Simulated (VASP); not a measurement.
Consider the following.

```xyz
2
Lattice="0.0000 2.7301 2.7301 2.7301 0.0000 2.7301 2.7301 2.7301 0.0000" Properties=species:S:1:pos:R:3 pbc="T T T"
Hg     0.0000     0.0000     0.0000
S      2.7301     2.7301     2.7301
```

The numbers are results of PBEsol GGA, VASP's PBE PAW potentials (set 64) (plane waves; VASP), not measurements. Settings: 500 eV cut-off, 12×12×12 Γ-centred mesh, first-order Methfessel-Paxton smearing of 0.10 eV, potentials Hg S.

Unless said otherwise, spin-orbit coupling is left out, though it shifts the bands of the heavy elements here.

Predict the energy per atom (σ→0), band gap (on the k-mesh) with the smallest direct gap where there is one.

| Property | Value |
|---|---|
| band gap (on the k-mesh) | none (metal, semimetal or under 0.01 eV) |
| energy per atom (σ→0) | -2518 meV/atom |

The structure was generated: HgS was put into the rock salt type (Fm-3m), which need not be its known phase. It was relaxed first, which changed the volume by +21 %.
